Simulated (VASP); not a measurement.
Here is the system:

```
CaO
1.0
    0.00000     2.38071     2.38071
    2.38071     0.00000     2.38071
    2.38071     2.38071     0.00000
Ca O
1 1
Direct
  0.00000   0.00000   0.00000
  0.50000   0.50000   0.50000
```

The numbers are results of PBE GGA with D4 dispersion, VASP's PBE PAW potentials (set 64) (plane waves; VASP), not measurements. Settings: 520 eV cut-off, 9×9×9 Γ-centred mesh, Gaussian smearing of 0.050 eV, potentials Ca_sv O.

Problem. Give the stress tensor in GPa (positive for a compressed cell).

Solution. 
```
3.47  0.00  0.00
0.00  3.47  0.00
0.00  0.00  3.47
```
The pressure is its mean diagonal, 3.47 GPa.

The compound is CaO in the rock salt structure. This cell is one point of a volume scan, at 0.97 of the reference volume.
